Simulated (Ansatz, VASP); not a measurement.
# AlCo3C in two plane-wave programs

Aim: how closely do two programs agree when they are given the same cell, functional and k mesh? The cell is taken from a series of runs on this material, whose earlier steps may have relaxed, scaled, displaced or heated it; both programs get it as it stands.

Method: plane waves, with VASP 6.6.1 beside it; single point at PBEsol, in Ansatz 0.2.0.

## Step 1: The starting structure

Symmetry: Pm-3m, No. 221, cubic system. Conventional cell: a = 3.723 Å, b = 3.723 Å, c = 3.723 Å, α = 90.00°, β = 90.00°, γ = 90.00°. Al has 12 Co at 2.63 Å nearest. Nearest to Co lie 2 C at 1.86 Å and 4 Al at 2.63 Å and 8 Co at 2.63 Å. C has 6 Co at 1.86 Å nearest. Farther neighbours are not listed.

## Step 2: VASP: single point, PBEsol, pair 1

A single point gives forces, pressure and levels at one fixed geometry, so differences don't come from the geometry; what else differs is listed under the comparison.

Lines of VASP's logs that name or quote its potential files are left out, and so is its time.

INCAR reads:

```
SYSTEM = AlCo3C
PREC = Accurate
ENCUT = 600
EDIFF = 1E-06
NELM = 120
ISMEAR = 0
SIGMA = 0.1
LREAL = .FALSE.
ALGO = Normal
GGA = PS
NBANDS = 23
LASPH = .TRUE.
LORBIT = 11
LWAVE = .FALSE.
LCHARG = .FALSE.
ISIF = 2
GGA_COMPAT = .FALSE.
KPAR = 2
```

POSCAR reads:

```
AlCo3C
1.0
    3.7229110000      0.0000000000      0.0000000000
    0.0000000000      3.7229110000      0.0000000000
    0.0000000000      0.0000000000      3.7229110000
Al Co C
1 3 1
Direct
    0.0000000000      0.0000000000      0.0000000000
    0.0000000000      0.5000000000      0.5000000000
    0.5000000000      0.0000000000      0.5000000000
    0.5000000000      0.5000000000      0.0000000000
    0.5000000000      0.5000000000      0.5000000000
```

KPOINTS reads:

```
Automatic mesh
0
Gamma
6 6 6
0 0 0
```

PAW data sets: Al, Co and C (PBE family, release 64).

On the command line:

```
$ mpirun -np 2 vasp_std
```

Numbers of over 12 decimals in the logs are rounded to 6 here.

Output:

```text
[banner, memory and clock lines left out]
running    2 mpi-ranks, on    1 nodes
 distrk:  each k-point on    1 cores,    2 groups
 distr:  one band on    1 cores,    1 groups

 POSCAR found type information on POSCAR AlCoC
 POSCAR found :  3 types and       5 ions
|                                                                             |
|               ----> ADVICE to this user running VASP <----                  |
|                                                                             |
|     You enforced a specific xc type in the INCAR file but a different       |
|     [... a line on the potential file left out ...]
|     I HOPE YOU KNOW WHAT YOU ARE DOING!                                     |
|                                                                             |

 LDA part: xc-table for (Slater+PW92), standard interpolation
 POSCAR, INCAR and KPOINTS ok, starting setup
 FFT: planning ... GRIDC
 FFT: planning ... GRID_SOFT
 FFT: planning ... GRID
 WAVECAR not read
 entering main loop
       N       E                     dE             d eps       ncg     rms          rms(c)
DAV:   1     0.235477651282E+03    0.23548E+03   -0.16589E+04   920   0.197E+03
DAV:   2    -0.234925639304E+02   -0.25897E+03   -0.24684E+03   934   0.373E+02
DAV:   3    -0.443895563669E+02   -0.20897E+02   -0.19999E+02  1207   0.126E+02
DAV:   4    -0.451599886896E+02   -0.77043E+00   -0.76272E+00  1163   0.228E+01
DAV:   5    -0.451816614058E+02   -0.21673E-01   -0.21669E-01  1110   0.349E+00    0.283E+01
DAV:   6    -0.447538968738E+02    0.42776E+00   -0.90830E+01  1208   0.142E+02    0.200E+01
DAV:   7    -0.385181395743E+02    0.62358E+01   -0.32216E+01  1105   0.915E+01    0.605E+00
DAV:   8    -0.384189991213E+02    0.99140E-01   -0.17021E+00  1103   0.122E+01    0.232E+00
DAV:   9    -0.383780554063E+02    0.40944E-01   -0.11453E-01  1384   0.395E+00    0.453E-01
DAV:  10    -0.383771334600E+02    0.92195E-03   -0.12287E-02  1011   0.854E-01    0.221E-01
DAV:  11    -0.383766126308E+02    0.52083E-03   -0.13225E-03  1093   0.297E-01    0.724E-02
DAV:  12    -0.383766186202E+02   -0.59893E-05   -0.18693E-04  1152   0.187E-01    0.297E-02
DAV:  13    -0.383766097704E+02    0.88498E-05   -0.41943E-05  1388   0.925E-02    0.131E-02
DAV:  14    -0.383766077065E+02    0.20639E-05   -0.77840E-06  1173   0.401E-02    0.197E-03
DAV:  15    -0.383766076319E+02    0.74593E-07   -0.45833E-07   523   0.600E-03
   1 F= -.38376608E+02 E0= -.38371061E+02  d E =-.110930E-01
```

From OUTCAR (step 2):

```text
ion  position               nearest neighbor table
   1  0.000  0.000  0.000-   2 2.63   3 2.63   4 2.63   2 2.63   3 2.63   2 2.63   4 2.63   2 2.63
                             3 2.63   4 2.63   3 2.63   4 2.63
   2  0.000  0.500  0.500-   5 1.86   5 1.86   4 2.63   1 2.63   1 2.63   4 2.63   1 2.63   3 2.63
                             1 2.63   3 2.63   4 2.63   3 2.63   4 2.63   3 2.63
   3  0.500  0.000  0.500-   5 1.86   5 1.86   4 2.63   1 2.63   1 2.63   4 2.63   2 2.63   4 2.63
                             2 2.63   4 2.63   1 2.63   2 2.63   1 2.63   2 2.63
   4  0.500  0.500  0.000-   5 1.86   5 1.86   3 2.63   1 2.63   2 2.63   3 2.63   2 2.63   1 2.63
                             3 2.63   3 2.63   1 2.63   2 2.63   2 2.63   1 2.63
   5  0.500  0.500  0.500-   2 1.86   3 1.86   4 1.86   4 1.86   3 1.86   2 1.86

  LATTYP: Found a simple cubic cell.
 ALAT       =     3.7229110000

 Subroutine GETGRP returns: Found 48 space group operations
 (whereof 48 operations were pure point group operations)

The static configuration has the point symmetry O_h .

 Found     20 irreducible k-points:

   k-points           NKPTS =     20   k-points in BZ     NKDIM =     20   number of bands    NBANDS=     23

   dimension x,y,z NGX =    30 NGY =   30 NGZ =   30
   dimension x,y,z NGXF=    60 NGYF=   60 NGZF=   60

   ENCUT  =  600.0 eV  44.10 Ry    6.64 a.u.   7.44  7.44  7.44*2*pi/ulx,y,z

   NELECT =      34.0000    total number of electrons

 k-points in reciprocal lattice and weights: Automatic mesh
   0.00000000  0.00000000  0.00000000       0.005
   0.16666667  0.00000000  0.00000000       0.028
   0.33333333  0.00000000  0.00000000       0.028
   0.50000000  0.00000000  0.00000000       0.014
   0.16666667  0.16666667  0.00000000       0.056
   0.33333333  0.16666667  0.00000000       0.111
   0.50000000  0.16666667  0.00000000       0.056
   0.33333333  0.33333333  0.00000000       0.056
   0.50000000  0.33333333  0.00000000       0.056
[...]
0.50000000  0.50000000  0.33333333       0.028
   0.50000000  0.50000000  0.50000000       0.005

 average (electrostatic) potential at core
       1 -69.9314       2 -78.2073       3 -78.2073       4 -78.2073       5 -45.6990

 E-fermi :  10.1034

 k-point     1 :       0.0000    0.0000    0.0000
  band No.  band energies     occupation
    ...
     14       9.0443      2.00000
     15       9.0443      2.00000
     16       9.9520      1.96770
     17       9.9520      1.96770
     18       9.9520      1.96770
     19      10.2502      0.03780
     20      13.5087      0.00000
     21      13.5675      0.00000
     22      13.5675      0.00000
     23      13.5675      0.00000

 k-point     2 :       0.1667    0.0000    0.0000
  band No.  band energies     occupation
    ...
     15       9.0387      2.00000
     16       9.9523      1.96739
     17      10.1043      0.98899
     18      10.1043      0.98899
     19      10.1251      0.75890
     20      13.0671      0.00000
     21      13.8492      0.00000
     22      13.8492      0.00000
     23      13.8943      0.00000

 k-point     3 :       0.3333    0.0000    0.0000
  band No.  band energies     occupation
    ...
     13       8.8095      2.00000
     14       9.0118      2.00000
     15       9.0118      2.00000
     16       9.7900      1.99999
     17       9.9528      1.96674
     18      10.4992      0.00000
     19      10.4992      0.00000
     20      13.2115      0.00000
     21      13.8998      0.00000
     22      14.4405      0.00000
    ...

  Total       -2.7044189     -2.7044189     -2.7044189      0.0000000     -0.0000000      0.0000000
  in kB      -83.9724030    -83.9724030    -83.9724030      0.0000000     -0.0000000      0.0000000
  external PRESSURE =     -83.9724030 kB  Pullay stress =       0.0000000 kB

  energy-cutoff  :      600.00
  volume of cell :       51.60
      direct lattice vectors                 reciprocal lattice vectors
     3.722911000  0.000000000  0.000000000     0.268607012  0.000000000  0.000000000
     0.000000000  3.722911000  0.000000000     0.000000000  0.268607012  0.000000000
     0.000000000  0.000000000  3.722911000     0.000000000  0.000000000  0.268607012

 POSITION                                       TOTAL-FORCE (eV/Angst)
 -----------------------------------------------------------------------------------
      0.00000      0.00000      0.00000         0.000000      0.000000      0.000000
      0.00000      1.86146      1.86146         0.000000      0.000000      0.000000
      1.86146      0.00000      1.86146         0.000000      0.000000      0.000000
      1.86146      1.86146      0.00000         0.000000      0.000000      0.000000
      1.86146      1.86146      1.86146         0.000000      0.000000      0.000000
 -----------------------------------------------------------------------------------
    total drift:                                0.000000      0.000000     -0.000000

  FREE ENERGIE OF THE ION-ELECTRON SYSTEM (eV)
  ---------------------------------------------------
  free  energy   TOTEN  =       -38.3766076319 eV

  energy  without entropy=      -38.3655145942  energy(sigma->0) =      -38.37106111

 total charge
# of ion       s       p       d       tot
------------------------------------------
    1        0.383   0.354   0.000   0.736
    2        0.439   0.630   7.520   8.590
    3        0.439   0.630   7.520   8.590
    4        0.439   0.630   7.520   8.590
    5        0.891   1.566   0.000   2.458
--------------------------------------------------
tot          2.592   3.810  22.560  28.963

[... 3 further parts left out ...]
```

This run has no spin polarisation, so a moment on Co, if there is one, isn't seen.

## Step 3: Ansatz: single point, PBEsol, pair 1

Ansatz runs on its PAW soft_1 files.

The same cell, functional, mesh and smearing now go to Ansatz, which takes its cutoff from its data sets.

input.yaml reads:

```yaml
crystal:
  lattice:
    - [3.722911, 0.0, 0.0]
    - [0.0, 3.722911, 0.0]
    - [0.0, 0.0, 3.722911]
  atoms:
    - { symbol: Al, position: [0.0, 0.0, 0.0] }
    - { symbol: Co, position: [0.0, 0.5, 0.5] }
    - { symbol: Co, position: [0.5, 0.0, 0.5] }
    - { symbol: Co, position: [0.5, 0.5, 0.0] }
    - { symbol: C, position: [0.5, 0.5, 0.5] }
kpoints:
  mp_grid: { grid: [6, 6, 6] }
hamiltonian:
  xc: pbesol
  pseudopotentials: { kind: paw, azcp: { folder: soft_1 }, xc_functional: pbe }
scf:
  occupations: { method: gaussian, width: 0.1 }
output:
  forces: true
  stress: true
  eigenvalues: true
```

On the command line:

```
$ ansatz run input.yaml --threads 4 --pin off --max-ram 10240MiB --backend cpu --events-out ev --progress --plain --runs-dir out
```

Output:

```text
Engine: ansatz 0.2.0, aarch64-unknown-linux-gnu
Pseudopotentials: kind: paw
Pseudopotential: Al, paw, valence charge 3, recommended cutoff 420 eV (normal), soft_1/Al.paw.azcp
Pseudopotential: Co, paw, valence charge 17, recommended cutoff 420 eV (normal), soft_1/Co.paw.azcp
Pseudopotential: C, paw, valence charge 4, recommended cutoff 420 eV (normal), soft_1/C.paw.azcp
Functional definition: PBEsol
  exchange = pbesol_x
  correlation = pbesol_c
Crystal: 5 atoms, lattice volume = 51.600 Å³
Basis set: ecut = 420 eV, 1021 PW (Γ), exchange–correlation on 50×50×50 points (8 copies of the dense FFT grid, shifted against one another)
Bands: 35, of which v1, the nominal top of the filled ones, is band 29 counted from 1 (28 counted from 0)
Symmetry: 48 space group operations
Space group: Pm-3m (ITA 221), of the structure as read, at distance tolerance 3.7e-5 Å
k-points: 20 of 216
Non-local potential: Al, projectors of the file, l = 0: 2, l = 1: 2, l = 2: 1
Non-local potential: Co, projectors of the file, l = 0: 3, l = 1: 2, l = 2: 3, l = 3: 1
Non-local potential: C, projectors of the file, l = 0: 2, l = 1: 2, l = 2: 1
PAW form: soft (Blöchl's): semilocal exchange-correlation on the pseudo side does not see the compensation charge
PAW frozen core: Al, regenerated for the run's functional, and the local potential with it (the file was generated under x = pbe(κ = 0.804, μ = 0.219515), c = pbe(β = 0.066725))
PAW frozen core: Co, regenerated for the run's functional, and the local potential with it (the file was generated under x = pbe(κ = 0.804, μ = 0.219515), c = pbe(β = 0.066725))
PAW frozen core: C, regenerated for the run's functional, and the local potential with it (the file was generated under x = pbe(κ = 0.804, μ = 0.219515), c = pbe(β = 0.066725))
PAW one-centre angular grid: Al, 110 points (default); XC on 64 Gauss nodes
PAW one-centre angular grid: Co, 590 points (default); XC on 64 Gauss nodes
PAW one-centre angular grid: C, 110 points (default); XC on 64 Gauss nodes
Initial density: superposition of atomic densities (chi_scale 0.1, normalization cell, long waves kept (reshape's long-wave potential 0.01 eV rms))
Initial wavefunctions: pseudopotential atomic-orbital guess
Functional: x = pbesol(κ = 0.804, μ = 0.123457), c = pbesol(β = 0.046)
SCF iter   1: F=—  HF=-16052.282703 eV  |F-HF|=—  |Δ(HF+E_count)|=         —  Δρ=7.25e-2  dr2=2.62e0  ethr=3.10e-3  ⟨swp⟩=5.0  Hψ=2315  notcnv=0
preconditioner: auto → Kerker (q_TF=auto, 2.782 Å⁻¹)  [metal: Δε(μ)=0.090 eV  Ē_g=6.444 eV  σ=0.100 eV  W_gap=0.47  n_scr=18 (ndim 8)  ℏωp=30.1 eV  f_vac=0.000  D(μ)=1.81/eV (n_scr^D=18)]
SCF iter   2: F=—  HF=-16051.964128 eV  |F-HF|=—  |Δ(HF+E_count)|=   3.19e-1  Δρ=3.64e-2  dr2=1.13e0  ethr=3.10e-3  ⟨swp⟩=2.0  Hψ=958  notcnv=0  defer=12
SCF iter   3: F=—  HF=-16051.662120 eV  |F-HF|=—  |Δ(HF+E_count)|=   3.02e-1  Δρ=1.16e-2  dr2=1.55e-1  ethr=1.94e-3  ⟨swp⟩=2.0  Hψ=1088  notcnv=0  defer=12
SCF iter   4: F=—  HF=-16051.623552 eV  |F-HF|=—  |Δ(HF+E_count)|=   3.86e-2  Δρ=7.82e-3  dr2=2.09e-2  ethr=2.68e-4  ⟨swp⟩=2.0  Hψ=976  notcnv=0  defer=12
SCF iter   5: F=—  HF=-16051.619065 eV  |F-HF|=—  |Δ(HF+E_count)|=   4.49e-3  Δρ=2.13e-3  dr2=3.42e-3  ethr=3.61e-5  ⟨swp⟩=2.0  Hψ=1069  notcnv=0  defer=12
SCF iter   6: F=—  HF=-16051.617497 eV  |F-HF|=—  |Δ(HF+E_count)|=   1.57e-3  Δρ=4.28e-4  dr2=7.36e-5  ethr=5.89e-6  ⟨swp⟩=2.0  Hψ=979  notcnv=0  defer=12
SCF iter   7: F=—  HF=-16051.617497 eV  |F-HF|=—  |Δ(HF+E_count)|=   3.98e-7  Δρ=2.55e-4  dr2=2.44e-5  ethr=1.27e-7  ⟨swp⟩=2.0  Hψ=1274  notcnv=0  defer=12
SCF iter   8: F=—  HF=-16051.617510 eV  |F-HF|=—  |Δ(HF+E_count)|=   1.35e-5  Δρ=3.67e-5  dr2=6.79e-7  ethr=4.21e-8  ⟨swp⟩=2.0  Hψ=838  notcnv=0  defer=12
SCF iter   9: F=-16051.617510 eV  HF=-16051.617510 eV  |F-HF|=2.19e-8  |Δ(HF+E_count)|=   2.51e-7  Δρ=8.46e-6  dr2=3.65e-8  ethr=1.72e-10  ⟨swp⟩=8.0  Hψ=3073  notcnv=0
SCF 1 converged in 9 iterations: F = -16051.617510 eV  dr2 = 3.65e-8
  greatest PAW one-centre occupation: 1.001 electrons in one spin orbital (limit 2), on the Co atom at site 2 (counted from 0), in its partial waves of l = 1
SCF converged after 9 iterations
Free energy (F): -16051.617510 eV
Harris-Foulkes:  -16051.617510 eV  (|F-HF|=2.19e-8)
Internal energy: -16051.606277 eV  (E = F + TS)
E sigma→0 (E₀):  -16051.611894 eV
Entropy (-TS):   -0.011233 eV (-2.247 meV/atom)
Fermi energy:    15.792539 eV
--- Per-component energies (eV) ---
  E_band       = -820.604192
  E_kinetic    = 996.655494
  E_local      = -10076.462680  (includes V_loc(G=0)·N_el)
  E_nonlocal   = 1351.621074
  E_hartree    = 4523.065733
  E_xc         = -362.188575
  E_vxc        = -446.516686  (∫ρ·V_xc dr)
  E_paw        = -5179.315516  (= ΣΔE_a)
  E_vpaw       = -1692.051281  (= ΣTr[D̂ρ^β])
  E_aug_tail   = -0.000028  (compensation charges beyond the density's cutoff)
  E_ewald      = -7305.587279
  E_core_change = 0.605498  (= ΣΔE_core)
  E_smearing   = -0.011233  (= −TS)
  E_closure    = 0.000000  (closes the sum)
  Σ components = -16051.617510   (vs F -16051.617510, Δ=0.00e0)
--- Forces (eV/Å), atoms counted from 1 ---
  atom   1  Al    -0.00000000     0.00000000     0.00000000
  atom   2  Co     0.00000000     0.00000000     0.00000000
  atom   3  Co     0.00000000    -0.00000000     0.00000000
  atom   4  Co     0.00000000    -0.00000000     0.00000000
  atom   5  C      0.00000000     0.00000000     0.00000000
  max |Σ_I F_I| component: 1.20e-28 eV/Å
--- Stress (GPa, compression-positive) ---
       -8.470878       0.000000       0.000000
        0.000000      -8.470878       0.000000
        0.000000       0.000000      -8.470878
  P = ⅓ Tr σ = -8.4709 GPa (-84.709 kbar)
--- Band table (eV; the first three rows and the last of 20) ---
  k-point 0: bands = [... 25 lower, 14.7200, 14.7200, 15.6469, 15.6469, 15.6469, 15.9370, 19.2125, 19.2125, ... 2 higher]
  k-point 1: bands = [... 25 lower, 14.7148, 14.7148, 15.6472, 15.7974, 15.7974, 15.8102, 18.7389, 19.4972, ... 2 higher]
  k-point 2: bands = [... 25 lower, 14.6896, 14.6896, 15.4709, 15.6477, 16.1880, 16.1880, 18.8897, 19.5959, ... 2 higher]
  k-point 19: bands = [... 25 lower, 13.8687, 15.1274, 15.1274, 15.6877, 15.6877, 15.6877, 17.7501, 17.7501, ... 2 higher]
```

In the SCF lines HF is the Harris–Foulkes energy and dr2 the Hartree energy of the density residual, in eV; the loop may stop once dr2 is under the threshold and the program's other checks hold. Hψ counts applications of the Hamiltonian.

The run ends at a pressure of -8.47 GPa.

## Step 4: Comparison

Known differences besides the potentials themselves: the data sets hold 58 valence electrons in Ansatz (on its PAW soft_1 files) and 34 in VASP; the cutoff is 420 eV in Ansatz and 600 eV in VASP; Ansatz makes its cores anew for this functional, VASP keeps those of its PBE data sets. Total energies have different zeros and are not compared.

Both answers:

```tsv
quantity	Ansatz	VASP	difference
pressure (GPa)	-8.47	-8.40	-0.07
```

[end of part 1 of 2]

[Lines on the potential files, build, host, timing and source positions are cut from VASP's logs without a mark.]

[Logs are printed without paths, hosts, clocks, repeated set-up lines and the standing remarks that a program may print on its own settings, such as how far it seeks lower states.]

[Hosts, paths, dates, database ids (printed as entryN), source tags and the programs' standing remarks are cut or masked in the printed files.]
